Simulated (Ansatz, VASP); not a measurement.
# Zn34Te25S9 in two plane-wave programs, part 2 of 3

Wanted: the spread between two codes on one cell, functional and k mesh. Of the first pair: The cell is taken from a series of runs on this material, whose earlier steps may have relaxed, scaled, displaced or heated it; both programs get it as it stands.

VASP 6.6.1 and Ansatz 0.2.0.

So far. Step 4 (Comparison): The forces differ by 4.7 meV/Å r.m.s., which is 1.8 % of the r.m.s. force of 0.267 eV/Å (both taken over all components).

### 5. Ansatz: relaxation, PBE

Level of this step: Ansatz beside VASP: Kohn-Sham DFT, plane waves, PBE (Ansatz).

The two programs are compared at the cell with which this relaxation starts, whose forces are those of its first step. The cell compared in this pair holds 1870.92 Å³, against 1905.70 Å³ for the pair before.

The structure compared here is the start of the Ansatz relaxation; VASP solves that cell, so the two are compared at the walk's first step.

input.yaml

```yaml
crystal:
  lattice:
    - [12.9286, 0.17803, 0.76443]
    - [0.17803, 11.35921, -0.23461]
    - [0.76443, -0.23461, 12.79286]
  atoms:
    - { symbol: Zn, position: [0.64456, 0.33657, 0.19995] }
    - { symbol: Zn, position: [0.50091, 0.54278, 0.9816] }
    - { symbol: Zn, position: [0.03269, 0.39283, 0.7502] }
    - { symbol: Zn, position: [0.10339, 0.52307, 0.45667] }
    - { symbol: Zn, position: [0.631, 0.02065, 0.72329] }
    - { symbol: Zn, position: [0.20691, 0.84922, 0.5363] }
    - { symbol: Zn, position: [0.88193, 0.0675, 0.60001] }
    - { symbol: Zn, position: [0.25107, 0.18964, 0.49848] }
    - { symbol: Zn, position: [0.34667, 0.84928, 0.96357] }
    - { symbol: Zn, position: [0.98574, 0.30296, 0.22843] }
    - { symbol: Zn, position: [0.71867, 0.55967, 0.47066] }
    - { symbol: Zn, position: [0.30712, 0.32943, 0.20327] }
    - { symbol: Zn, position: [0.47201, 0.9065, 0.46623] }
    - { symbol: Zn, position: [0.99284, 0.87225, 0.97543] }
    - { symbol: Zn, position: [0.96212, 0.70014, 0.25008] }
    - { symbol: Zn, position: [0.77335, 0.989, 0.19802] }
    - { symbol: Zn, position: [0.77445, 0.85631, 0.45804] }
    - { symbol: Zn, position: [0.50045, 0.15743, 0.94965] }
    - { symbol: Zn, position: [0.25291, 0.01955, 0.25922] }
    - { symbol: Zn, position: [0.64811, 0.84022, 0.95373] }
    - { symbol: Zn, position: [0.167, 0.54257, 0.99549] }
    - { symbol: Zn, position: [0.37282, 0.38715, 0.76108] }
    - { symbol: Zn, position: [0.86808, 0.71859, 0.69218] }
    - { symbol: Zn, position: [0.20461, 0.73316, 0.69304] }
    - { symbol: Zn, position: [0.64473, 0.7004, 0.24159] }
    - { symbol: Zn, position: [0.30384, 0.70595, 0.24601] }
    - { symbol: Zn, position: [0.84697, 0.54336, 0.99114] }
    - { symbol: Zn, position: [0.18245, 0.14561, 0.94552] }
    - { symbol: Zn, position: [0.53036, 0.70766, 0.72482] }
    - { symbol: Zn, position: [0.39502, 0.03123, 0.73486] }
    - { symbol: Zn, position: [0.89249, 0.20478, 0.95501] }
    - { symbol: Zn, position: [0.43079, 0.51203, 0.46875] }
    - { symbol: Zn, position: [0.60369, 0.20133, 0.51587] }
    - { symbol: Zn, position: [0.49546, 0.97386, 0.17153] }
    - { symbol: Te, position: [0.84933, 0.37764, 0.84818] }
    - { symbol: Te, position: [0.96404, 0.90952, 0.18046] }
    - { symbol: Te, position: [0.84133, 0.75155, 0.9011] }
    - { symbol: Te, position: [0.46194, 0.7053, 0.3624] }
    - { symbol: Te, position: [0.27638, 0.38988, 0.40552] }
    - { symbol: Te, position: [0.65773, 0.5307, 0.0993] }
    - { symbol: Te, position: [0.60709, 0.39103, 0.40513] }
    - { symbol: Te, position: [0.12543, 0.72525, 0.36759] }
    - { symbol: Te, position: [0.99105, 0.51212, 0.12564] }
    - { symbol: Te, position: [0.53252, 0.35665, 0.85674] }
    - { symbol: Te, position: [0.162, 0.18103, 0.16029] }
    - { symbol: Te, position: [0.37652, 0.58578, 0.66288] }
    - { symbol: Te, position: [0.32449, 0.52885, 0.10749] }
    - { symbol: Te, position: [0.0449, 0.21841, 0.57369] }
    - { symbol: Te, position: [0.64655, 0.01072, 0.39322] }
    - { symbol: Te, position: [0.81748, 0.20721, 0.1545] }
    - { symbol: Te, position: [0.02657, 0.05406, 0.86029] }
    - { symbol: Te, position: [0.48524, 0.19848, 0.15845] }
    - { symbol: Te, position: [0.72619, 0.20413, 0.65964] }
    - { symbol: Te, position: [0.17766, 0.75121, 0.90748] }
    - { symbol: Te, position: [0.18817, 0.35774, 0.86196] }
    - { symbol: Te, position: [0.95616, 0.36372, 0.43305] }
    - { symbol: Te, position: [0.04948, 0.59095, 0.65508] }
    - { symbol: Te, position: [0.70771, 0.5906, 0.66762] }
    - { symbol: Te, position: [0.40182, 0.20795, 0.61782] }
    - { symbol: S, position: [0.89379, 0.87254, 0.56974] }
    - { symbol: S, position: [0.50264, 0.73372, 0.91021] }
    - { symbol: S, position: [0.34717, 0.04537, 0.90892] }
    - { symbol: S, position: [0.7843, 0.68948, 0.34776] }
    - { symbol: S, position: [0.64293, 0.02753, 0.89654] }
    - { symbol: S, position: [0.64696, 0.86982, 0.13822] }
    - { symbol: S, position: [0.34395, 0.87936, 0.1494] }
    - { symbol: S, position: [0.51413, 0.89619, 0.64907] }
    - { symbol: S, position: [0.29446, 0.00064, 0.42759] }
kpoints:
  mp_grid: { grid: [1, 1, 1] }
hamiltonian:
  xc: pbe
  pseudopotentials: { kind: paw, azcp: { folder: soft_1 } }
scf:
  occupations: { method: gaussian, width: 0.025 }
output:
  forces: true
  eigenvalues: true
  stress: true
relax:
  f_tol: 0.05
  max_steps: 70
```

Run with:

```console
ansatz run input.yaml --threads 4 --pin off --max-ram 15872MiB --backend cpu --events-out ev --progress --plain --runs-dir out
```

Numbers of over 12 decimals in the logs are rounded to 6 here.

The program printed:

```text
Warning: output.stress: scf.convergence.dr2_threshold = 1e-7 eV (the SCF's general default) is looser than the 6.8e-9 eV advised for a printed stress (1e-10 eV for each atom of the cell: 68). What an SCF threshold leaves in a stress goes as its square root, and in the free energy as the threshold itself, and one threshold admits the most on a small cell: [figures from the program's tests cut] Every solve of this run  [...]
[...]
Crystal: 68 atoms, lattice volume = 1870.924 Å³
[...]
- { symbol: Te, position: [0.709628, 0.585963, 0.669567] }
    - { symbol: Te, position: [0.400623, 0.208540, 0.617791] }
    - { symbol: S, position: [0.896875, 0.871389, 0.569829] }
    - { symbol: S, position: [0.503900, 0.734921, 0.908899] }
    - { symbol: S, position: [0.347428, 0.045968, 0.908988] }
    - { symbol: S, position: [0.786872, 0.687173, 0.348813] }
    - { symbol: S, position: [0.647625, 0.029937, 0.897874] }
    - { symbol: S, position: [0.648973, 0.868074, 0.138608] }
    - { symbol: S, position: [0.344325, 0.878321, 0.150028] }
    - { symbol: S, position: [0.516650, 0.895867, 0.647990] }
    - { symbol: S, position: [0.293589, 0.000936083, 0.427159] }
```

### 6. VASP: single point, PBE, start cell, pair 2

The same cell, functional, mesh and smearing now go to VASP, with its own data sets.

INCAR

```
SYSTEM = Zn34Te25S9
PREC = Accurate
ENCUT = 400
EDIFF = 1E-06
NELM = 120
ISMEAR = 0
SIGMA = 0.025
LREAL = Auto
ALGO = Normal
GGA = PE
NBANDS = 360
LORBIT = 11
LWAVE = .FALSE.
LCHARG = .FALSE.
ISIF = 2
LASPH = .TRUE.
GGA_COMPAT = .FALSE.
EFERMI = MIDGAP
NCORE = 2
```

POSCAR

```
Zn34Te25S9
1.0
   12.9286000000      0.1780300000      0.7644300000
    0.1780300000     11.3592100000     -0.2346100000
    0.7644300000     -0.2346100000     12.7928600000
Zn Te S
34 25 9
Direct
    0.6445579703      0.3365691637      0.1999508353
    0.5009132916      0.5427767232      0.9815965859
    0.0326864466      0.3928340751      0.7501978683
    0.1033900063      0.5230673807      0.4566674235
    0.6309976888      0.0206489131      0.7232933744
    0.2069096318      0.8492214189      0.5362966457
    0.8819296758      0.0675010634      0.6000114847
    0.2510702350      0.1896390687      0.4984784952
    0.3466670081      0.8492797117      0.9635724031
    0.9857406497      0.3029612179      0.2284280455
    0.7186681584      0.5596672539      0.4706634821
    0.3071225447      0.3294342067      0.2032707989
    0.4720087776      0.9065024120      0.4662332630
    0.9928424282      0.8722517364      0.9754332059
    0.9621213274      0.7001442609      0.2500837529
    0.7733516966      0.9890016940      0.1980211188
    0.7744465065      0.8563083974      0.4580436564
    0.5004508833      0.1574319671      0.9496528099
    0.2529093851      0.0195515329      0.2592192414
    0.6481102298      0.8402231066      0.9537265193
    0.1670039067      0.5425658607      0.9954872155
    0.3728231485      0.3871469965      0.7610832415
    0.8680787733      0.7185930230      0.6921832688
    0.2046077720      0.7331644056      0.6930427897
    0.6447276837      0.7004007657      0.2415935014
    0.3038429062      0.7059490027      0.2460087942
    0.8469677681      0.5433604941      0.9911411705
    0.1824477021      0.1456128619      0.9455191206
    0.5303623689      0.7076574164      0.7248182659
    0.3950227130      0.0312327703      0.7348599381
    0.8924868001      0.2047823138      0.9550093016
    0.4307905295      0.5120320134      0.4687473033
    0.6036934136      0.2013302618      0.5158700038
    0.4954599387      0.9738560533      0.1715278622
    0.8493336478      0.3776393365      0.8481795192
    0.9640430574      0.9095183427      0.1804630602
    0.8413262911      0.7515510752      0.9011031420
    0.4619374332      0.7053029486      0.3624015500
    0.2763791671      0.3898806289      0.4055228751
    0.6577288167      0.5306972136      0.0992990804
    0.6070875639      0.3910278619      0.4051293534
    0.1254260736      0.7252539138      0.3675935144
    0.9910498454      0.5121165244      0.1256372245
    0.5325236133      0.3566529161      0.8567433174
    0.1620007339      0.1810305487      0.1602873287
    0.3765210417      0.5857789203      0.6628780126
    0.3244882273      0.5288527967      0.1074916492
    0.0448982103      0.2184130673      0.5736887882
    0.6465514400      0.0107179205      0.3932170925
    0.8174826345      0.2072072753      0.1545006080
    0.0265723882      0.0540620322      0.8602900964
    0.4852373869      0.1984809921      0.1584505427
    0.7261892652      0.2041316650      0.6596390854
    0.1776571736      0.7512120157      0.9074777163
    0.1881724809      0.3577381864      0.8619561432
    0.9561601796      0.3637200171      0.4330474051
    0.0494819947      0.5909458916      0.6550776210
    0.7077105925      0.5905988654      0.6676196872
    0.4018220763      0.2079467710      0.6178228748
    0.8937887996      0.8725382140      0.5697371204
    0.5026362641      0.7337183105      0.9102114315
    0.3471697906      0.0453671107      0.9089176755
    0.7843011062      0.6894808981      0.3477577195
    0.6429280045      0.0275262360      0.8965379497
    0.6469600517      0.8698183404      0.1382186945
    0.3439537550      0.8793584321      0.1494019096
    0.5141301817      0.8961932483      0.6490682586
    0.2944576745      0.0006421085      0.4275868230
```

KPOINTS

```
Automatic mesh
0
Gamma
1 1 1
0 0 0
```

PAW data sets: Zn, Te and S (PBE family, release 64).

Run with:

```console
mpirun -np 8 vasp_gam
```

The program printed:

```text
[... set-up lines as in an earlier step ...]
 entering main loop
       N       E                     dE             d eps       ncg     rms          rms(c)
DAV:   1     0.607284363821E+04    0.60728E+04   -0.24568E+05   720   0.172E+03
DAV:   2     0.106545566070E+04   -0.50074E+04   -0.48810E+04   720   0.447E+02
DAV:   3    -0.668466937404E+02   -0.11323E+04   -0.10630E+04   800   0.182E+02
DAV:   4    -0.186244458300E+03   -0.11940E+03   -0.11774E+03   808   0.570E+01
[...]
DAV:  17    -0.180045245927E+03   -0.81687E-05   -0.32052E-05   752   0.182E-02    0.116E-02
DAV:  18    -0.180045248837E+03   -0.29108E-05   -0.89068E-06   768   0.175E-02    0.617E-03
DAV:  19    -0.180045249387E+03   -0.54947E-06   -0.20521E-06   472   0.757E-03
   1 F= -.18004525E+03 E0= -.18004525E+03  d E =-.864567-158
```

From OUTCAR (step 6):

```text
 POSITION                                       TOTAL-FORCE (eV/Angst)
 -----------------------------------------------------------------------------------
      8.54600      3.89100      2.97170        -0.037425     -0.020836      0.006970
      7.32310      6.02440     12.81300         0.007586      0.018602      0.012252
      1.06600      4.29210      9.53000         0.043586     -0.089316     -0.070387
      1.77890      5.85290      5.79840        -0.007483     -0.012199     -0.017933
      8.71450      0.17720      9.73050         0.007169     -0.059168     -0.096159
      3.23620      9.55750      6.81970        -0.020538      0.058782      0.000763
     11.87280      0.78300      8.33420         0.093862      0.046476      0.002913
      3.66080      2.08190      6.52440        -0.078806      0.007794      0.021954
      5.36970      9.48280     12.39260        -0.006779     -0.030605     -0.013515
     12.97280      3.56330      3.60470         0.005517     -0.004504     -0.014296
      9.75080      6.37490      6.43920         0.040874     -0.052525     -0.017933
      4.18470      3.74910      2.75790         0.018659     -0.006200     -0.018951
      6.62020     10.27180      6.11260        -0.071040      0.044385      0.015635
     13.73700      9.85600     13.03290         0.011820     -0.045892      0.008543
[...]
-----------------------------------------------------------------------------------
    total drift:                                0.009902      0.053631      0.048627

  FREE ENERGIE OF THE ION-ELECTRON SYSTEM (eV)
  ---------------------------------------------------
  free  energy   TOTEN  =      -180.0452493868 eV

  energy  without entropy=     -180.0452493868  energy(sigma->0) =     -180.04524939

[... 1 part as in an earlier step ...]

[... 1 further part left out ...]
```

The run ends at a pressure of 1.34 GPa, with forces up to 0.26 eV/Å.

### 7. Side by side

What differs besides the data sets and the points named for the pairs above, as far as they apply: the data sets hold 862 valence electrons in Ansatz (on its PAW soft_1 files) and 612 in VASP. Total energies have different zeros and are not compared.

Forces on 7 of the 68 atoms, those with the largest forces and the largest differences (eV/Å; atoms numbered as in POSCAR):

```
atom         Ansatz x, y, z           VASP x, y, z
Te35  -0.161, 0.026, -0.106  -0.181, 0.023, -0.111
Te36    0.154, 0.124, 0.075    0.166, 0.138, 0.082
Te51  0.012, -0.045, -0.200  0.017, -0.052, -0.218
Te53    0.049, 0.214, 0.058    0.061, 0.241, 0.077
Te56  -0.174, 0.064, -0.033  -0.185, 0.063, -0.028
 S60   0.163, -0.105, 0.066   0.184, -0.114, 0.063
 S64    0.131, 0.062, 0.111    0.145, 0.069, 0.118
```

The forces differ by 6.4 meV/Å r.m.s., which is 10.5 % of the r.m.s. force of 0.061 eV/Å (both taken over all components).

### 8. Ansatz: relaxation, PBE

This run makes the geometry at which the two programs are then compared.

The structure compared here is the end of the Ansatz relaxation.

This is the run of step 5 again, met here at its other cell.

(Part 2 of 3 ends here.)

[Lines on the potential files, build, host, timing and source positions are cut from VASP's logs without a mark.]

[Logs are printed without paths, hosts, clocks, repeated set-up lines and the standing remarks that a program may print on its own settings, such as how far it seeks lower states.]

[Hosts, paths, dates, database ids (printed as entryN), source tags and the programs' standing remarks are cut or masked in the printed files.]
